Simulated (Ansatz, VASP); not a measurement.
## Cross-check of SnO (Romarchite) between VASP and Ansatz

One calculation is typed for both programs; each brings its own data sets. How far apart do they land? The cell is taken from a series of runs on this material, whose earlier steps may have relaxed, scaled, displaced or heated it; both programs get it as it stands.

Program: Ansatz 0.2.0. Level of theory: plane waves, with VASP 6.6.1 beside it; zone-centre phonons at PBE with D3(BJ). Results are calculated unless marked as measured.

### Step 1. Starting point

The structure is tetragonal, space group P4/nmm (No. 129). The conventional cell has a = 3.826 Å, b = 3.826 Å, c = 4.691 Å, α = 90.00°, β = 90.00°, γ = 90.00°. Nearest to O lie 4 Sn at 2.24 Å. Nearest to Sn lie 4 O at 2.24 Å. Farther neighbours and most contacts between anions are not listed.

### Step 2. Ansatz: zone-centre phonons, PBE with D3(BJ)

Ansatz runs on its PAW soft_1 files.

Second derivatives magnify differences that forces hide, and they need a tight electronic threshold.

The input, input.yaml:

```yaml
crystal:
  lattice:
    - [3.8257924664, 0.0, 0.0]
    - [0.0, 3.8257924664, 0.0]
    - [0.0, 0.0, 4.6913486483]
  atoms:
    - { symbol: O, position: [0.0, 0.0, 0.0] }
    - { symbol: O, position: [0.5, 0.5, 0.0] }
    - { symbol: Sn, position: [0.5, 0.0, 0.2468429471] }
    - { symbol: Sn, position: [0.0, 0.5, 0.7531570529] }
kpoints:
  mp_grid: { grid: [12, 12, 10] }
hamiltonian:
  xc: pbe
  dispersion: d3bj
  pseudopotentials: { kind: paw, azcp: { folder: soft_1 } }
scf:
  occupations: { method: methfessel_paxton, width: 0.2 }
output:
  eigenvalues: true
phonons:
  method: dfpt
```

Run with:

```bash
> ansatz run input.yaml --threads 8 --pin off --max-ram 16384MiB --backend cpu --events-out ev --progress --plain --runs-dir out
```

Numbers of over 12 decimals in the logs are rounded to 6 here.

The log of the run:

```text
zone centre: on kpoints.mp_grid the ground state, and the responses unless they are solved on pairs of k-points, stand on 294 of the mesh's 1440 k-points, reduced under 4 symmetry operations, with k and −k counted as one. Each operation leaves every solved displacement unchanged or reverses it
Engine: ansatz 0.2.0, aarch64-unknown-linux-gnu
Pseudopotentials: kind: paw
Pseudopotential: O, paw, valence charge 6, recommended cutoff 420 eV (normal), soft_1/O.paw.azcp
Pseudopotential: Sn, paw, valence charge 14, recommended cutoff 420 eV (normal), soft_1/Sn.paw.azcp
Functional definition: PBE
  parameter kappa = 0.804
  parameter beta = 0.066725
  exchange = pbe_x(kappa = kappa, mu = beta*pi^2/3)
  correlation = pbe_c(beta = beta)
Crystal: 4 atoms, lattice volume = 68.666 Å³
Basis set: ecut = 420 eV, 1327 PW (Γ), exchange–correlation on 60×60×64 points (8 copies of the dense FFT grid, shifted against one another)
Bands: 24, of which v1, the nominal top of the filled ones, is band 20 counted from 1 (19 counted from 0)
Symmetry: 16 space group operations
k-points: 294 of 1440 (irreducible under 4 space group operations, time reversal used)
Non-local potential: O, projectors of the file, l = 0: 2, l = 1: 2, l = 2: 1
Non-local potential: Sn, projectors of the file, l = 0: 2, l = 1: 2, l = 2: 2, l = 3: 1
PAW form: soft (Blöchl's): semilocal exchange-correlation on the pseudo side does not see the compensation charge
PAW one-centre angular grid: O, 110 points (default); XC on 64 Gauss nodes
PAW one-centre angular grid: Sn, 590 points (default); XC on 64 Gauss nodes
Initial density: superposition of atomic densities (chi_scale 0.1, normalization cell, long waves kept (reshape's long-wave potential 0.14 eV rms))
Initial wavefunctions: pseudopotential atomic-orbital guess
Functional: x = pbe(κ = 0.804, μ = 0.219515), c = pbe(β = 0.066725)
SCF iter   1: F=—  HF=-13184.972743 eV  |F-HF|=—  |Δ(HF+E_count)|=         —  Δρ=4.81e-2  dr2=2.04e0  ethr=3.10e-3  ⟨swp⟩=5.4  Hψ=31379  notcnv=0
preconditioner: auto → Kerker (q_TF=auto, 2.493 Å⁻¹)  [metal: Δε(μ)=0.012 eV  Ē_g=18.405 eV  σ=0.200 eV  W_gap=0.05  n_scr=18 (ndim 8)  ℏωp=28.3 eV  f_vac=0.000  D(μ)=0.30/eV (n_scr^D=0)]
SCF iter   2: F=—  HF=-13184.640119 eV  |F-HF|=—  |Δ(HF+E_count)|=   3.33e-1  S|Δr|=    0.00e0  Δρ=2.59e-2  dr2=7.33e-1  ethr=3.10e-3  ⟨swp⟩=3.0  Hψ=16398  notcnv=0
SCF iter   3: F=—  HF=-13184.506973 eV  |F-HF|=—  |Δ(HF+E_count)|=   1.33e-1  S|Δr|=    0.00e0  Δρ=1.57e-2  dr2=2.08e-1  ethr=1.83e-3  ⟨swp⟩=2.6  Hψ=13704  notcnv=0
SCF iter   4: F=—  HF=-13184.477053 eV  |F-HF|=—  |Δ(HF+E_count)|=   2.99e-2  S|Δr|=    0.00e0  Δρ=4.95e-3  dr2=2.38e-2  ethr=5.19e-4  ⟨swp⟩=2.2  Hψ=10361  notcnv=0
SCF iter   5: F=—  HF=-13184.476370 eV  |F-HF|=—  |Δ(HF+E_count)|=   6.82e-4  S|Δr|=    0.00e0  Δρ=1.48e-3  dr2=2.80e-3  ethr=5.94e-5  ⟨swp⟩=2.7  Hψ=12829  notcnv=0
SCF iter   6: F=—  HF=-13184.477099 eV  |F-HF|=—  |Δ(HF+E_count)|=   7.28e-4  S|Δr|=    0.00e0  Δρ=6.30e-4  dr2=4.27e-4  ethr=7.01e-6  ⟨swp⟩=3.0  Hψ=12987  notcnv=0
SCF iter   7: F=—  HF=-13184.477240 eV  |F-HF|=—  |Δ(HF+E_count)|=   1.41e-4  S|Δr|=    0.00e0  Δρ=2.04e-4  dr2=3.91e-5  ethr=1.07e-6  ⟨swp⟩=2.8  Hψ=13381  notcnv=0
SCF iter   8: F=—  HF=-13184.477256 eV  |F-HF|=—  |Δ(HF+E_count)|=   1.61e-5  S|Δr|=    0.00e0  Δρ=7.51e-5  dr2=3.52e-6  ethr=9.78e-8  ⟨swp⟩=2.9  Hψ=12922  notcnv=0
SCF iter   9: F=—  HF=-13184.477258 eV  |F-HF|=—  |Δ(HF+E_count)|=   2.59e-6  S|Δr|=    0.00e0  Δρ=2.70e-5  dr2=4.40e-7  ethr=8.81e-9  ⟨swp⟩=2.1  Hψ=12640  notcnv=0
SCF iter  10: F=—  HF=-13184.477258 eV  |F-HF|=—  |Δ(HF+E_count)|=   3.14e-8  S|Δr|=    0.00e0  Δρ=5.19e-6  dr2=1.44e-8  ethr=1.10e-9  ⟨swp⟩=2.0  Hψ=12631  notcnv=0
SCF iter  11: F=—  HF=-13184.477258 eV  |F-HF|=—  |Δ(HF+E_count)|=   1.66e-8  S|Δr|=    0.00e0  Δρ=1.11e-6  dr2=5.08e-10  ethr=3.60e-11  ⟨swp⟩=2.0  Hψ=9462  notcnv=0
SCF iter  12: F=—  HF=-13184.477258 eV  |F-HF|=—  |Δ(HF+E_count)|=   1.32e-9  S|Δr|=    0.00e0  Δρ=3.97e-7  dr2=8.64e-11  ethr=1.27e-12  ⟨swp⟩=2.0  Hψ=12861  notcnv=0
SCF iter  13: F=-13184.477258 eV  HF=-13184.477258 eV  |F-HF|=0.00e0  |Δ(HF+E_count)|=  5.28e-11  S|Δr|=    0.00e0  Δρ=8.14e-8  dr2=2.79e-12  ethr=1.00e-12  ⟨swp⟩=5.1  Hψ=37097  notcnv=0
SCF 1 converged in 13 iterations: F = -13184.477258 eV  dr2 = 2.79e-12
  greatest PAW one-centre occupation: 0.993 electrons in one spin orbital (limit 2), on the Sn atom at site 3 (counted from 0), in its partial waves of l = 2
DFPT response loops at Γ: preconditioner auto → Kerker (q_TF=auto, 2.493 Å⁻¹) (partly filled bands, converged f_vac=0.009); β = 1.00, the filter's whole step (`scf.mixing.beta` (0.50) is not read by the response loops under this deck's `scf.mixing.preconditioner`; to damp them name `kerker` or `kerker_dos`, under which they read `scf.mixing.beta`, and type it under 1.00, their step now; both keys bind the ground state too); Broyden in place of MSR1
SCF converged after 13 iterations
Stability not checked: this state was not tested for a lower state beside it, because cold or Methfessel-Paxton smearing, or corrected tetrahedra, fill the levels in a way that the test cannot read (fill_not_monotonic; see scf.lower_state_search)
Free energy (F): -13184.477258 eV
Harris-Foulkes:  -13184.477258 eV  (|F-HF|=0.00e0)
Internal energy: -13184.477957 eV  (E = F + TS)
E sigma→0 (E₀):  -13184.477433 eV
Entropy (-TS):   0.000698 eV (0.175 meV/atom)
Fermi energy:    10.314218 eV
Step filling:    the computed levels leave a gap of 0.0000 eV = 0.0 smearing widths at the electron count; against every level under it full and every level over it empty, smearing changes F+E_penalty+E_count by +0.181 meV and its σ→0 estimate by +6.71e-3 meV
--- Per-component energies (eV) ---
  E_band       = -171.500528
  E_kinetic    = 672.595593
  E_local      = -2859.364686  (includes V_loc(G=0)·N_el)
  E_nonlocal   = 395.122598
  E_hartree    = 1347.950297
  E_xc         = -394.900696
  E_vxc        = -343.085081  (∫ρ·V_xc dr)
  E_paw        = -9063.861494  (= ΣΔE_a)
  E_vpaw       = -732.671655  (= ΣTr[D̂ρ^β])
  E_aug_tail   = 0.002077  (compensation charges beyond the density's cutoff)
  E_ewald      = -3281.062429
  E_disp       = -0.959215  (pairwise vdW)
  E_smearing   = 0.000698  (= −TS)
  E_closure    = -0.000000  (closes the sum)
  Σ components = -13184.477258   (vs F -13184.477258, Δ=0.00e0)
--- Band table (eV; the first three rows and the last of 294) ---
  k-point 0: bands = [... 16 lower, 6.8747, 7.1747, 7.1747, 10.2664, 12.5385, 14.7042, 14.7042, 15.1346]
  k-point 1: bands = [... 16 lower, 6.8652, 7.1734, 7.1734, 10.2097, 12.3829, 14.3859, 14.3859, 15.1168]
  k-point 2: bands = [... 16 lower, 6.8413, 7.1695, 7.1695, 9.9784, 12.1028, 13.8453, 13.8453, 14.8552]
  k-point 293: bands = [... 16 lower, 7.4165, 7.4165, 7.8262, 7.8262, 12.5427, 12.5427, 14.6280, 14.6280]
--- Phonons (Γ-DFPT): 4 representative perturbations + reference, on 294 of 1440 k-points (Σ response iterations 14) ---
  k mesh reduced under 4 symmetry operations, with k and −k counted as one. Each operation leaves every solved displacement unchanged or reverses it
  ASR residual: 2.722e-5 → 0.000e0 eV/Å²; symmetrization residual: 2.698e-6 eV/Å²
  pairwise dispersion correction: d3bj (s6 = 1.0, s8 = 0.7875, a1 = 0.4289, a2_bohr = 4.4407), with the weights of each atom's references fixed at the reference crystal's, and the forces and stress that the weights' published response gives there kept as a pressure on the atom's counted neighbours (hamiltonian.dispersion)
  ASR residual per site (eV/Å²): 2.72e-5 2.72e-5 1.31e-5 1.31e-5
  Γ frequencies (cm⁻¹): 0.00 0.00 0.00 112.51 112.51 205.81 260.15 260.15 343.37 359.14 456.93 456.93
  non-analytic LO–TO correction: not included (Born effective charges unavailable; polar crystals: no LO–TO splitting at Γ)
```

(Part 1 of 2 ends here.)

[Lines on the potential files, build, host, timing and source positions are cut from VASP's logs without a mark.]

[Logs are printed without paths, hosts, clocks, repeated set-up lines and the standing remarks that a program may print on its own settings, such as how far it seeks lower states.]

[Hosts, paths, dates, database ids (printed as entryN), source tags and the programs' standing remarks are cut or masked in the printed files.]
